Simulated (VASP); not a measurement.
# ZnH (F-43m) in VASP: further runs

One crystal, ZnH, is run at these levels: LDA, PBE, PBEsol; tasks: band structure.

Everything below comes from runs of VASP 6.6.1. Logs are shortened: lines on timing, memory, paths and dates and some standing lists are left out, and cuts for length are marked.

## 1. The crystal as given

The structure is cubic, space group F-43m (No. 216). The conventional cell has a = 4.432 Å, b = 4.432 Å, c = 4.432 Å, α = 90.00°, β = 90.00°, γ = 90.00°. Zn (site symmetry -43m) is surrounded by 4 H at 1.92 Å. Around H (site symmetry -43m) lie 4 Zn at 1.92 Å.

The cell was built by a generator and needn't be a form met in nature.

## 2. Band structure, LDA

Contents of INCAR:

```
SYSTEM = ZnH
  PREC = Accurate
  ENCUT = 520
  EDIFF = 1E-6
  ISMEAR = -1
  SIGMA = 0.05
  LREAL = .FALSE.
  LASPH = .TRUE.
  NELM = 100
  ALGO = Normal
  ISIF = 2
  LWAVE = .FALSE.
  LCHARG = .FALSE.
  GGA = CA
  NBANDS = 14
```

Contents of KPOINTS:

```
regular mesh
0
G
  10 10 10
  0 0 0
```

Contents of POSCAR:

```
ZnH
1.0
    0.0000000000      2.2159400000      2.2159400000
    2.2159400000      0.0000000000      2.2159400000
    2.2159400000      2.2159400000      0.0000000000
Zn H
1 1
Direct
    0.0000000000      0.0000000000      0.0000000000
    0.2500000000      0.2500000000      0.2500000000
```

Contents of KPOINTS_OPT:

```
path GXWKGLUWLK,UX
20
line-mode
reciprocal
 0.0000000000  0.0000000000  0.0000000000  G
 0.5000000000  0.0000000000  0.5000000000  X

 0.5000000000  0.0000000000  0.5000000000  X
 0.5000000000  0.2500000000  0.7500000000  W

 0.5000000000  0.2500000000  0.7500000000  W
 0.3750000000  0.3750000000  0.7500000000  K

 0.3750000000  0.3750000000  0.7500000000  K
 0.0000000000  0.0000000000  0.0000000000  G

 0.0000000000  0.0000000000  0.0000000000  G
 0.5000000000  0.5000000000  0.5000000000  L

 0.5000000000  0.5000000000  0.5000000000  L
 0.6250000000  0.2500000000  0.6250000000  U

 0.6250000000  0.2500000000  0.6250000000  U
 0.5000000000  0.2500000000  0.7500000000  W

 0.5000000000  0.2500000000  0.7500000000  W
 0.5000000000  0.5000000000  0.5000000000  L

 0.5000000000  0.5000000000  0.5000000000  L
 0.3750000000  0.3750000000  0.7500000000  K

 0.6250000000  0.2500000000  0.6250000000  U
 0.5000000000  0.0000000000  0.5000000000  X
```

Potentials or basis: VASP PAW LDA potentials, release 64 (Zn, H).

Launch:

```console
> cat potpaw_LDA.64/Zn/POTCAR potpaw_LDA.64/H/POTCAR > POTCAR
> mpirun -np 1 vasp_std > vasp.out
```

OUTCAR:

```text
SYSTEM = ZnH
   PREC = Accurate
   ENCUT = 520
   EDIFF = 1E-6
   ISMEAR = -1
   LREAL = .FALSE.
   LASPH = .TRUE.
   NELM = 100
   ISIF = 2
   GGA = CA

 ion  position               nearest neighbor table
   1  0.000  0.000  0.000-   2 1.92   2 1.92   2 1.92   2 1.92
   2  0.250  0.250  0.250-   1 1.92   1 1.92   1 1.92   1 1.92

  LATTYP: Found a face centered cubic cell.
 ALAT       =     4.4318800000

  Lattice vectors:

 A1 = (   0.0000000000,   2.2159400000,   2.2159400000)
 A2 = (   2.2159400000,   0.0000000000,   2.2159400000)
 A3 = (   2.2159400000,   2.2159400000,   0.0000000000)

Analysis of symmetry for initial positions (statically):
=====================================================================
 Subroutine PRICEL returns:
 Original cell was already a primitive cell.

 Routine SETGRP: Setting up the symmetry group for a
 face centered cubic supercell.

 Subroutine GETGRP returns: Found 24 space group operations
 (whereof 24 operations were pure point group operations)
 out of a pool of 48 trial point group operations.

The static configuration has the point symmetry T_d .

Analysis of symmetry for dynamics (positions and initial velocities):
=====================================================================
 Subroutine PRICEL returns:
 Original cell was already a primitive cell.

 Routine SETGRP: Setting up the symmetry group for a
 face centered cubic supercell.

 Subroutine GETGRP returns: Found 24 space group operations
 (whereof 24 operations were pure point group operations)
 out of a pool of 48 trial point group operations.

The dynamic configuration has the point symmetry T_d .

 Subroutine INISYM returns: Found 24 space group operations
 (whereof 24 operations are pure point group operations),
 and found     1 'primitive' translations

----------------------------------------------------------------------------------------

                                     Primitive cell

  volume of cell :      21.7623

  direct lattice vectors                    reciprocal lattice vectors
     0.000000000  2.215940000  2.215940000    -0.225637878  0.225637878  0.225637878
     2.215940000  0.000000000  2.215940000     0.225637878 -0.225637878  0.225637878
     2.215940000  2.215940000  0.000000000     0.225637878  0.225637878 -0.225637878

  length of vectors
     3.133812401  3.133812401  3.133812401     0.390816269  0.390816269  0.390816269

  position of ions in fractional coordinates (direct lattice)
     0.000000000  0.000000000  0.000000000
     0.250000000  0.250000000  0.250000000

  ion indices of the primitive-cell ions
   primitive index   ion index
                 1           1
                 2           2

----------------------------------------------------------------------------------------

 KPOINTS: regular mesh

Automatic generation of k-mesh.
 Grid dimensions read from file:
 generate k-points for:   10   10   10

 Generating k-lattice:

  Cartesian coordinates                     Fractional coordinates (reciprocal lattice)
    -0.022563788  0.022563788  0.022563788     0.100000000  0.000000000  0.000000000
     0.022563788 -0.022563788  0.022563788     0.000000000  0.100000000  0.000000000
     0.022563788  0.022563788 -0.022563788     0.000000000  0.000000000  0.100000000

  Length of vectors
     0.039081627  0.039081627  0.039081627

  Shift w.r.t. Gamma in fractional coordinates (k-lattice)
     0.000000000  0.000000000  0.000000000

 Subroutine IBZKPT returns following result:
 ===========================================

 Found     47 irreducible k-points:

 Following reciprocal coordinates:
            Coordinates               Weight
  0.000000  0.000000  0.000000      1.000000
  0.100000  0.000000  0.000000      8.000000
  0.200000  0.000000  0.000000      8.000000
  0.300000  0.000000  0.000000      8.000000
  0.400000  0.000000  0.000000      8.000000
  0.500000  0.000000  0.000000      4.000000
[... 16 lines left out ...]
  0.300000  0.300000  0.000000      6.000000
  0.400000  0.300000  0.000000     24.000000
 [... further k-points ...]
   k-points           NKPTS =     47   k-points in BZ     NKDIM =     47   number of bands    NBANDS=     14
   number of dos      NEDOS =    301   number of ions     NIONS =      2
   total plane-waves  NPLWV =  13824
   dimension x,y,z NGX =    24 NGY =   24 NGZ =   24
   dimension x,y,z NGXF=    48 NGYF=   48 NGZF=   48
   ions per type =               1   1
   NGX,Y,Z   is equivalent  to a cutoff of  12.73, 12.73, 12.73 a.u.
   NGXF,Y,Z  is equivalent  to a cutoff of  25.46, 25.46, 25.46 a.u.
 SYSTEM =  ZnH
   PREC   = accura    normal or accurate (medium, high low for compatibility)
   ISTART =      0    job   : 0-new  1-cont  2-samecut
   ICHARG =      2    charge: 1-file 2-atom 10-const
   ISPIN  =      1    spin polarized calculation?
   LNONCOLLINEAR =      F non collinear calculations
   LSORBIT =      F    spin-orbit coupling
[... 69 lines left out ...]
     10      14.4782      0.00000
     11      16.7926      0.00000
     12      16.7926      0.00000
     13      16.7926      0.00000
     14      21.0422      0.00000

 k-point     2 :       0.1000    0.0000    0.0000
  band No.  band energies     occupation
      1      -8.6977      2.00000
      2      -5.7835      2.00000
      3      -5.7535      2.00000
      4      -5.7535      2.00000
      5      -5.5248      2.00000
      6      -5.5248      2.00000
      7       7.8720      0.00000
      8      12.3395      0.00000
      9      13.8474      0.00000
     10      13.8474      0.00000
     11      17.6871      0.00000
     12      17.6871      0.00000
     13      18.9108      0.00000
     14      20.7353      0.00000

 k-point     3 :       0.2000    0.0000    0.0000
  band No.  band energies     occupation
      1      -8.1189      2.00000
      2      -5.7660      2.00000
      3      -5.7204      2.00000
      4      -5.7204      2.00000
      5      -5.5181      2.00000
      6      -5.5181      2.00000
      7       5.9270      0.00000
      8      10.7883      0.00000
      9      12.9597      0.00000
     10      12.9597      0.00000
     11      18.3568      0.00000
     12      18.3568      0.00000
     13      19.0571      0.00000
     14      20.8249      0.00000

 k-point     4 :       0.3000    0.0000    0.0000
  band No.  band energies     occupation
      1      -7.3855      2.00000
      2      -5.7169      2.00000
      3      -5.7169      2.00000
      4      -5.4885      2.00000
      5      -5.4705      2.00000
      6      -5.4705      2.00000
      7       3.1514      0.00000
      8      10.3176      0.00000
      9      12.3051      0.00000
     10      12.3051      0.00000
     11      17.2198      0.00000
     12      17.2198      0.00000
     13      17.8208      0.00000
     14      22.9454      0.00000

 k-point     5 :       0.4000    0.0000    0.0000
  band No.  band energies     occupation
      1      -6.9670      2.00000
      2      -5.7344      2.00000
      3      -5.7344      2.00000
      4      -5.4100      2.00000
      5      -5.4100      2.00000
      6      -4.5339      2.00000
      7       0.5335      2.00000
      8      10.1650      0.00000
      9      11.9281      0.00000
     10      11.9281      0.00000
     11      16.2938      0.00000
[... 276 lines left out ...]
 k-point    22 :      -0.2000    0.2000    0.0000
  band No.  band energies     occupation
      1      -7.1446      2.00000
      2      -5.7955      2.00000
      3      -5.6504      2.00000
      4      -5.6200      2.00000
      5      -5.5825      2.00000
      6      -5.0917      2.00000
      7       3.9782      0.00000
      8       6.3873      0.00000
      9      12.2551      0.00000
     10      12.6794      0.00000
     11      16.6162      0.00000
     12      18.6066      0.00000
     13      19.3903      0.00000
     14      20.9354      0.00000

 k-point    23 :       0.3000    0.3000    0.0000
  band No.  band energies     occupation
      1      -6.9423      2.00000
      2      -5.9212      2.00000
      3      -5.5182      2.00000
      4      -5.5182      2.00000
      5      -5.4255      2.00000
      6      -5.2973      2.00000
      7       4.9829      0.00000
      8       8.5892      0.00000
      9       8.5892      0.00000
     10       9.2390      0.00000
     11      12.2807      0.00000
     12      22.6452      0.00000
     13      25.4851      0.00000
     14      25.4851      0.00000

 k-point    24 :       0.4000    0.3000    0.0000
  band No.  band energies     occupation
      1      -6.6960      2.00000
      2      -5.9306      2.00000
      3      -5.5435      2.00000
      4      -5.4920      2.00000
      5      -5.3886      2.00000
      6      -4.5384      2.00000
      7       3.5838      0.00000
      8       6.3906      0.00000
      9       8.1273      0.00000
     10       9.4948      0.00000
     11      12.9142      0.00000
     12      22.5234      0.00000
     13      24.5462      0.00000
     14      27.1934      0.00000

 [... further k-points ...]

------------------------ aborting loop because EDIFF is reached ----------------------------------------

  FORCE on cell =-STRESS in cart. coord.  units (eV):
  Direction    XX          YY          ZZ          XY          YZ          ZX
  --------------------------------------------------------------------------------------
  -------------------------------------------------------------------------------------
  Total       -0.6686885     -0.6686885     -0.6686885      0.0000000      0.0000000     -0.0000000
  in kB      -49.2300701    -49.2300701    -49.2300701      0.0000000      0.0000000     -0.0000000
  external PRESSURE =     -49.2300701 kB  Pullay stress =       0.0000000 kB

 VOLUME and BASIS-vectors are now :
 -----------------------------------------------------------------------------
  energy-cutoff  :      520.00
  volume of cell :       21.76
      direct lattice vectors                 reciprocal lattice vectors
     0.000000000  2.215940000  2.215940000    -0.225637878  0.225637878  0.225637878
     2.215940000  0.000000000  2.215940000     0.225637878 -0.225637878  0.225637878
     2.215940000  2.215940000  0.000000000     0.225637878  0.225637878 -0.225637878

 POSITION                                       TOTAL-FORCE (eV/Angst)
 -----------------------------------------------------------------------------------
      0.00000      0.00000      0.00000        -0.000000     -0.000000      0.000000
      1.10797      1.10797      1.10797         0.000000      0.000000     -0.000000
 -----------------------------------------------------------------------------------
    total drift:                                0.000000      0.000000      0.000000

  FREE ENERGIE OF THE ION-ELECTRON SYSTEM (eV)
  ---------------------------------------------------
  free  energy   TOTEN  =        -4.4515316135 eV

  energy  without entropy=       -4.4461821369  energy(sigma->0) =       -4.44885688
```

Run time: 10 s. Hardware: 1 thread of Intel Xeon 6975P-C (Granite Rapids), shared host; peak memory 0.14 GiB.

What came out:

| Property | Result |
| --- | --- |
| Free energy | -4.4515 eV |
| Pressure | -4.9 GPa |
| Band gap along the path | none (metal or under the smearing width) |

Levels at the corners of the path, in eV from the Fermi level:
```csv
point,band 4,band 5,band 6,band 7,band 8,band 9,band 10,band 11
Γ,-7.57,-7.32,-7.32,6.58,12.68,12.68,12.68,14.99
X,-7.16,-7.16,-4.62,-0.63,5.33,5.33,5.55,9.28
X,-7.16,-7.16,-4.62,-0.63,5.33,5.33,5.55,9.28
W,-7.30,-7.16,-3.62,0.04,1.17,2.44,12.83,15.72
W,-7.30,-7.16,-3.62,0.04,1.17,2.44,12.83,15.72
K,-7.27,-7.21,-3.99,-0.46,0.87,6.42,7.86,14.86
K,-7.27,-7.21,-3.99,-0.46,0.87,6.42,7.86,14.86
Γ,-7.57,-7.32,-7.32,6.58,12.68,12.68,12.68,14.99
Γ,-7.57,-7.32,-7.32,6.58,12.68,12.68,12.68,14.99
L,-7.18,-7.18,-5.37,-2.75,8.33,10.01,10.01,14.17
L,-7.18,-7.18,-5.37,-2.75,8.33,10.01,10.01,14.17
U,-7.27,-7.21,-3.99,-0.46,0.87,6.42,7.86,14.86
U,-7.27,-7.21,-3.99,-0.46,0.87,6.42,7.86,14.86
W,-7.30,-7.16,-3.62,0.04,1.17,2.44,12.83,15.72
W,-7.30,-7.16,-3.62,0.04,1.17,2.44,12.83,15.72
L,-7.18,-7.18,-5.37,-2.75,8.33,10.01,10.01,14.17
L,-7.18,-7.18,-5.37,-2.75,8.33,10.01,10.01,14.17
K,-7.27,-7.21,-3.99,-0.46,0.87,6.42,7.86,14.86
U,-7.27,-7.21,-3.99,-0.46,0.87,6.42,7.86,14.86
X,-7.16,-7.16,-4.62,-0.63,5.33,5.33,5.55,9.28
```

## 3. Band structure, PBE

INCAR, as its differences from that of step 2:

```diff
@@ -13,3 +13,3 @@
   LCHARG = .FALSE.
-  GGA = CA
+  GGA = PE
   NBANDS = 14
```

KPOINTS is that of step 2.

POSCAR is that of step 2.

KPOINTS_OPT is that of step 2.

Potentials or basis: VASP PAW PBE potentials, release 64 (Zn, H).

Launch:

```console
> cat potpaw_PBE.64/Zn/POTCAR potpaw_PBE.64/H/POTCAR > POTCAR
> mpirun -np 1 vasp_std > vasp.out
```

Wall time 10 s (1 thread of Intel Xeon 6975P-C (Granite Rapids), shared host); peak memory 0.16 GiB.

It converged, with:

| Quantity | Value |
| --- | --- |
| Free energy | -3.5454 eV |
| Pressure | 0.3 GPa |
| Band gap along the path | none (metal or under the smearing width) |

Levels at the corners of the path, in eV from the Fermi level:
```csv
point,band 4,band 5,band 6,band 7,band 8,band 9,band 10,band 11
Γ,-7.53,-7.28,-7.28,6.28,12.81,12.81,12.81,14.93
X,-7.12,-7.12,-4.76,-0.58,5.36,5.36,5.40,9.27
X,-7.12,-7.12,-4.76,-0.58,5.36,5.36,5.40,9.27
W,-7.26,-7.12,-3.78,0.13,1.14,2.41,12.73,15.78
W,-7.26,-7.12,-3.78,0.13,1.14,2.41,12.73,15.78
K,-7.23,-7.17,-4.12,-0.40,0.86,6.46,7.76,14.85
K,-7.23,-7.17,-4.12,-0.40,0.86,6.46,7.76,14.85
Γ,-7.53,-7.28,-7.28,6.28,12.81,12.81,12.81,14.93
Γ,-7.53,-7.28,-7.28,6.28,12.81,12.81,12.81,14.93
L,-7.14,-7.14,-5.45,-2.74,8.16,10.09,10.09,14.11
L,-7.14,-7.14,-5.45,-2.74,8.16,10.09,10.09,14.11
U,-7.23,-7.17,-4.12,-0.40,0.86,6.46,7.76,14.85
U,-7.23,-7.17,-4.12,-0.40,0.86,6.46,7.76,14.85
W,-7.26,-7.12,-3.78,0.13,1.14,2.41,12.73,15.78
W,-7.26,-7.12,-3.78,0.13,1.14,2.41,12.73,15.78
L,-7.14,-7.14,-5.45,-2.74,8.16,10.09,10.09,14.11
L,-7.14,-7.14,-5.45,-2.74,8.16,10.09,10.09,14.11
K,-7.23,-7.17,-4.12,-0.40,0.86,6.46,7.76,14.85
U,-7.23,-7.17,-4.12,-0.40,0.86,6.46,7.76,14.85
X,-7.12,-7.12,-4.76,-0.58,5.36,5.36,5.40,9.27
```

## 4. Band structure, PBEsol

INCAR, as its differences from that of step 3:

```diff
@@ -13,3 +13,3 @@
   LCHARG = .FALSE.
-  GGA = PE
+  GGA = PS
   NBANDS = 14
```

KPOINTS is that of step 3.

POSCAR is that of step 3.

KPOINTS_OPT is that of step 3.

Launch:

```console
> cat potpaw_PBE.64/Zn/POTCAR potpaw_PBE.64/H/POTCAR > POTCAR
> mpirun -np 1 vasp_std > vasp.out
```

It took 10 s on 1 thread of Intel Xeon 6975P-C (Granite Rapids), shared host; peak memory 0.16 GiB.

Results (log left out):

```yaml
Free_energy: -3.9640 eV
Pressure: -3.1 GPa
Band_gap_along_the_path: none (metal or under the smearing width)
```

Levels at the corners of the path, in eV from the Fermi level:
```tsv
point	band 5	band 6	band 7	band 8	band 9	band 10
Γ	-7.24	-7.24	6.45	12.77	12.77	12.77
X	-7.08	-4.69	-0.60	5.32	5.32	5.45
X	-7.08	-4.69	-0.60	5.32	5.32	5.45
W	-7.08	-3.68	0.10	1.12	2.36	12.79
W	-7.08	-3.68	0.10	1.12	2.36	12.79
K	-7.13	-4.04	-0.43	0.82	6.42	7.77
K	-7.13	-4.04	-0.43	0.82	6.42	7.77
Γ	-7.24	-7.24	6.45	12.77	12.77	12.77
Γ	-7.24	-7.24	6.45	12.77	12.77	12.77
L	-7.10	-5.40	-2.77	8.24	10.06	10.06
L	-7.10	-5.40	-2.77	8.24	10.06	10.06
U	-7.13	-4.04	-0.43	0.82	6.42	7.77
U	-7.13	-4.04	-0.43	0.82	6.42	7.77
W	-7.08	-3.68	0.10	1.12	2.36	12.79
W	-7.08	-3.68	0.10	1.12	2.36	12.79
L	-7.10	-5.40	-2.77	8.24	10.06	10.06
L	-7.10	-5.40	-2.77	8.24	10.06	10.06
K	-7.13	-4.04	-0.43	0.82	6.42	7.77
U	-7.13	-4.04	-0.43	0.82	6.42	7.77
X	-7.08	-4.69	-0.60	5.32	5.32	5.45
```

Caveat: the PAW data sets were made with another functional, which shifts forces and pressure a little.

## 5. Overview

| level | potentials or basis | pressure (GPa) |
| --- | --- | --- |
| LDA | VASP PAW LDA potentials, release 64 (Zn, H) | -4.9 |
| PBE | VASP PAW PBE potentials, release 64 (Zn, H) | 0.3 |
| PBEsol | VASP PAW PBE potentials, release 64 (Zn, H) | -3.1 |

Alike in all rows: task band structure; no spin polarisation; cell as given; k mesh 10 × 10 × 10; cutoff (eV) 520; smearing fermi-dirac 0.05 eV.

Caveats: the PAW data sets were made with another functional, which shifts forces and pressure a little (some runs).

Absolute energies hang on the potentials; compare differences alone.
